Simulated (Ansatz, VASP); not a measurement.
# ZnSe (Stilleite): VASP beside Ansatz, part 2 of 2

Wanted: the spread between two codes on one cell, functional and k mesh. The cell is taken from a series of runs on this material, whose earlier steps may have relaxed, scaled, displaced or heated it; both programs get it as it stands.

VASP 6.6.1 and Ansatz 0.2.0.

So far: The structure; VASP: dielectric response, r2SCAN.

**3. Ansatz: dielectric response, r2SCAN**

Level of this step: Ansatz beside VASP: Kohn-Sham DFT, plane waves, r2SCAN (Ansatz).

Ansatz runs on its default PAW (the set named soft_2) files.

The same cell, functional and mesh now go to Ansatz, which takes its cutoff from its data sets.

File input.yaml:

```yaml
crystal:
  lattice:
    - [0.0, 2.8338, 2.8338]
    - [2.8338, 0.0, 2.8338]
    - [2.8338, 2.8338, 0.0]
  atoms:
    - { symbol: Se, position: [0.75, 0.75, 0.75] }
    - { symbol: Zn, position: [0.0, 0.0, 0.0] }
kpoints:
  mp_grid: { grid: [7, 7, 7] }
scf:
  occupations: { method: fixed }
hamiltonian:
  xc: r2scan
  pseudopotentials: { kind: paw }
dielectric: {}
```

Run with:

```console
> ansatz run input.yaml --threads 4 --pin off --max-ram 8192MiB --backend cpu --events-out ev --progress --plain --runs-dir out
```

Numbers of over 12 decimals in the logs are rounded to 6 here.

The log of the run:

```text
Engine: ansatz 0.2.0, aarch64-unknown-linux-gnu
Pseudopotentials: kind: paw
Pseudopotential: Se, paw, valence charge 16, recommended cutoff 500 eV (meta_gga), Se.paw.azcp
Pseudopotential: Zn, paw, valence charge 12, recommended cutoff 500 eV (meta_gga), Zn.paw.azcp
Functional definition: r2SCAN
  parameter k0 = 0.174
  parameter k1 = 0.065
  parameter a1 = 4.9479
  exchange = r2scan_x(k0 = k0, k1 = k1, a1 = a1)
  correlation = r2scan_c
Crystal: 2 atoms, lattice volume = 45.513 Å³
Basis set: ecut = 500 eV, 1139 PW (Γ), exchange–correlation on 120×120×120 points (64 copies of the dense FFT grid, shifted against one another)
Bands: 18, of which v1, the nominal top of the filled ones, is band 14 counted from 1 (13 counted from 0)
Symmetry: 24 space group operations
k-points: 64 of 343 (irreducible under 4 space group operations, time reversal used)
Non-local potential: Se, projectors of the file, l = 0: 2, l = 1: 2, l = 2: 3, l = 3: 1
Non-local potential: Zn, projectors of the file, l = 0: 2, l = 1: 2, l = 2: 3, l = 3: 1
PAW form: soft (Blöchl's): semilocal exchange-correlation on the pseudo side does not see the compensation charge
PAW frozen core: Se, regenerated for the run's functional (the file was generated under x = pbe(κ = 0.804, μ = 0.219515), c = pbe(β = 0.066725))
PAW frozen core: Zn, regenerated for the run's functional (the file was generated under x = pbe(κ = 0.804, μ = 0.219515), c = pbe(β = 0.066725))
PAW one-centre angular grid: Se, 590 points (default); XC on 160 Gauss nodes
PAW one-centre angular grid: Zn, 590 points (default); XC on 261 of its mesh's 2673 points in the sphere
Initial density: superposition of atomic densities (neutral atoms: chi_scale 0, normalization atom), corrected by the library's trained network
Initial wavefunctions: pseudopotential atomic-orbital guess
Functional: x = r2scan, c = r2scan; τ floored in thin density (d = 2e-4 eV/Å³)
SCF iter   1: F=—  HF=-8805.501215 eV  |F-HF|=—  |Δ(HF+E_count)|=         —  Δρ=1.41e-2  dr2=4.16e-2  dr2_τ=5.64e-3  ethr=1.77e-3  ⟨swp⟩=4.9  Hψ=5292  notcnv=0  defer=118
preconditioner: auto → none  [insulator: Δε(μ)=1.858 eV  Ē_g=12.729 eV  n_scr=14 (ndim 8)  ℏωp=23.4 eV  f_vac=0.116  ε∞_Penn≈4.4]
SCF iter   2: F=—  HF=-8805.501032 eV  |F-HF|=—  |Δ(HF+E_count)|=   1.83e-4  Δρ=3.21e-3  dr2=5.42e-3  dr2_τ=1.93e-4  ethr=1.49e-4  ⟨swp⟩=2.2  Hψ=2324  notcnv=0  defer=122
SCF iter   3: F=—  HF=-8805.497498 eV  |F-HF|=—  |Δ(HF+E_count)|=   3.53e-3  Δρ=2.70e-3  dr2=1.39e-3  dr2_τ=1.18e-5  ethr=1.93e-5  ⟨swp⟩=2.3  Hψ=1821  notcnv=0  defer=122
SCF iter   4: F=—  HF=-8805.497681 eV  |F-HF|=—  |Δ(HF+E_count)|=   1.83e-4  Δρ=5.42e-4  dr2=7.97e-5  dr2_τ=3.89e-6  ethr=4.96e-6  ⟨swp⟩=3.0  Hψ=2310  notcnv=0  defer=122
SCF iter   5: F=—  HF=-8805.497671 eV  |F-HF|=—  |Δ(HF+E_count)|=   1.01e-5  Δρ=4.13e-5  dr2=5.16e-7  dr2_τ=1.78e-8  ethr=2.85e-7  ⟨swp⟩=2.0  Hψ=2182  notcnv=0  defer=120
SCF iter   6: F=—  HF=-8805.497671 eV  |F-HF|=—  |Δ(HF+E_count)|=   8.35e-9  Δρ=3.50e-5  dr2=4.54e-7  dr2_τ=5.44e-9  ethr=1.84e-9  ⟨swp⟩=2.0  Hψ=2048  notcnv=0
SCF iter   7: F=—  HF=-8805.497671 eV  |F-HF|=—  |Δ(HF+E_count)|=   3.70e-8  Δρ=1.11e-5  dr2=4.21e-8  dr2_τ=1.30e-10  ethr=1.62e-9  ⟨swp⟩=2.0  Hψ=1294  notcnv=0
SCF iter   8: F=—  HF=-8805.497671 eV  |F-HF|=—  |Δ(HF+E_count)|=  7.13e-10  Δρ=1.78e-6  dr2=9.81e-10  dr2_τ=5.00e-12  ethr=1.50e-10  ⟨swp⟩=2.1  Hψ=1728  notcnv=0
SCF iter   9: F=-8805.497671 eV  HF=-8805.497671 eV  |F-HF|=3.64e-12  |Δ(HF+E_count)|=  1.24e-10  Δρ=1.43e-7  dr2=7.56e-12  dr2_τ=3.02e-14  ethr=1.00e-12  ⟨swp⟩=4.6  Hψ=4132  notcnv=0
SCF 1 converged in 9 iterations: F = -8805.497671 eV  dr2 = 7.56e-12
  greatest PAW one-centre occupation: 1.000 electrons in one spin orbital (limit 2), on the Se atom at site 0 (counted from 0), in its partial waves of l = 2
NSCF: frozen V_eff on 6 k-points
DFPT response loops at Γ: preconditioner auto → none (the input reference at scf.mixing.eps_inf says where Resta's filter doesn't serve); β = 0.50; Broyden in place of MSR1
── the response to a field inside a basis, on 8×8×8 k-points: an SCF that follows is theirs, and a resumed run solves both again ──
Bands: 15, of which v1, the nominal top of the filled ones, is band 14 counted from 1 (13 counted from 0)
k-points: 60 of 512 (irreducible under 6 space group operations, time reversal used)
Initial density: handed on by an earlier stage of this run
Initial wavefunctions: pseudopotential atomic-orbital guess (no wavefunctions were taken with the density)
Eigensolver: Dense (60 Hₖ)
SCF iter   1: F=—  HF=-8805.497154 eV  |F-HF|=—  |Δ(HF+E_count)|=         —  Δρ=9.72e-5  dr2=2.92e-6  dr2_τ=4.30e-7  ethr=1.00e-1
preconditioner: auto → none  [insulator: Δε(μ)=2.254 eV  Ē_g=10.092 eV  n_scr=14 (ndim 8)  ℏωp=23.4 eV  f_vac=0.117  ε∞_Penn≈6.4]
SCF iter   2: F=—  HF=-8805.497159 eV  |F-HF|=—  |Δ(HF+E_count)|=   5.17e-6  Δρ=7.45e-5  dr2=1.10e-6  dr2_τ=7.87e-8  ethr=1.04e-8
SCF iter   3: F=—  HF=-8805.497161 eV  |F-HF|=—  |Δ(HF+E_count)|=   1.41e-6  Δρ=2.11e-5  dr2=9.52e-8  dr2_τ=1.44e-8  ethr=3.93e-9
SCF iter   4: F=-8805.497161 eV  HF=-8805.497161 eV  |F-HF|=7.44e-9  |Δ(HF+E_count)|=   6.39e-7  Δρ=6.60e-6  dr2=6.22e-9  dr2_τ=1.02e-9  ethr=3.40e-10
SCF 1 converged in 4 iterations: F = -8805.497161 eV  dr2 = 6.22e-9
DFPT response loops at Γ: mixed as the last ones told, above
SCF converged after 9 iterations
Free energy (F): -8805.497671 eV
Harris-Foulkes:  -8805.497671 eV  (|F-HF|=3.64e-12)
Internal energy: -8805.497671 eV  (E = F + TS)
E sigma→0 (E₀):  -8805.497671 eV
Fermi energy:    6.466615 eV
--- Per-component energies (eV) ---
  E_band       = -399.712681
  E_kinetic    = 249.535421
  E_local      = -4397.905088  (includes V_loc(G=0)·N_el)
  E_nonlocal   = 22.956208
  E_hartree    = 2040.512221
  E_xc         = -222.211146
  E_vxc        = -159.256817  (∫ρ·V_xc dr)
  E_paw        = -3775.494820  (= ΣΔE_a)
  E_vpaw       = -204.142069  (= ΣTr[D̂ρ^β])
  E_aug_tail   = -0.000232  (compensation charges beyond the density's cutoff)
  E_vtau       = 8.075556  (kinetic-family band-sum trace: ∫τ·v_τ [+ j·A + Jᵃ·Aᵃ] dr)
  E_ewald      = -2720.942845
  E_core_change = -1.947389  (= ΣΔE_core)
  E_smearing   = -0.000000  (= −TS)
  E_closure    = -0.000000  (closes the sum)
  Σ components = -8805.497671   (vs F -8805.497671, Δ=0.00e0)
--- Band table (eV; the first three rows and the last of 64) ---
  k-point 0: bands = [... 10 lower, 0.1755, 6.4666, 6.4666, 6.4666, 8.3295, 12.7869, 12.7869, 12.7869]
  k-point 1: bands = [... 10 lower, 0.1741, 4.9583, 6.2716, 6.2716, 9.3872, 12.7515, 13.1126, 13.1126]
  k-point 2: bands = [... 10 lower, 0.1780, 2.9608, 5.8886, 5.8886, 9.7213, 13.4605, 13.4605, 13.9836]
  k-point 63: bands = [... 10 lower, 0.2792, 1.9853, 3.5333, 5.2705, 11.0415, 13.3442, 14.4793, 14.8012]
--- Dielectric response (ions clamped): 3 representative field directions + reference, inside a basis on a mesh of 512 k-points (Σ response iterations 15) ---
  ε∞ (high-frequency dielectric tensor):
        6.408286    -0.000000    -0.000000
       -0.000000     6.408286     0.000000
       -0.000000     0.000000     6.408286
  Born effective charges Z* (e; rows j = field, columns β = displacement):
    site 0:
        -2.05616   -0.00000   -0.00000
        -0.00000   -2.05616   -0.00000
        -0.00000   -0.00000   -2.05616
    site 1:
         2.05616    0.00000    0.00000
         0.00000    2.05616    0.00000
         0.00000    0.00000    2.05616
  Z* charge neutrality: 5.390e-4 e pre-enforcement
  solved inside a basis spanned on kpoints, on 8×8×8 k-points, its susceptibility summed on 12×12×12: ε∞ is read to err by 1.9e-2, Z* by 1.7e-2 e (field_mesh: kpoints solves on kpoints); Z* is corrected for what the basis lacks
```

Reading the cycles: dr2 is the Hartree energy of the density residual (eV), the measure of convergence; HF is the Harris–Foulkes estimate of the energy, which meets the free energy F at convergence.

**4. Comparison**

Known differences besides the potentials themselves: VASP keeps PBE cores, Ansatz makes them for the functional; fixed occupations in Ansatz, narrow Gaussian smearing in VASP; VASP's response is taken on the typed mesh, Ansatz refines its own for the field response alone; the data sets hold 28 valence electrons in Ansatz (on its default PAW (the set named soft_2) files) and 18 in VASP; the cutoff is 500 eV in Ansatz and 440 eV in VASP; VASP takes ε∞ from a finite field, Ansatz from linear response. Total energies have different zeros and are not compared.

Both answers:

| quantity | Ansatz | VASP | difference |
| --- | --- | --- | --- |
| ε∞ xx | 6.41 | 6.28 | +1.97 % |
| ε∞ yy | 6.41 | 6.28 | +1.97 % |
| ε∞ zz | 6.41 | 6.28 | +1.97 % |

**5. Outcome**

```yaml
difference_in_eps_infinity_xx_dielectric_response_r2scan: 2.0 %
```

In words: The difference in ε∞ xx is 2.0 % (dielectric response, r2SCAN), within the 5 % picked in this series as the mark of a large difference. The data sets hold unlike numbers of valence electrons (28 in Ansatz and 18 in VASP), so part of the differences comes from the potentials. Such differences can come from data sets, numerical settings and the points named under the comparisons, not from the functional's error against experiment.

[Lines on the potential files, build, host, timing and source positions are cut from VASP's logs without a mark.]

[Logs are printed without paths, hosts, clocks, repeated set-up lines and the standing remarks that a program may print on its own settings, such as how far it seeks lower states.]

[Hosts, paths, dates, database ids (printed as entryN), source tags and the programs' standing remarks are cut or masked in the printed files.]
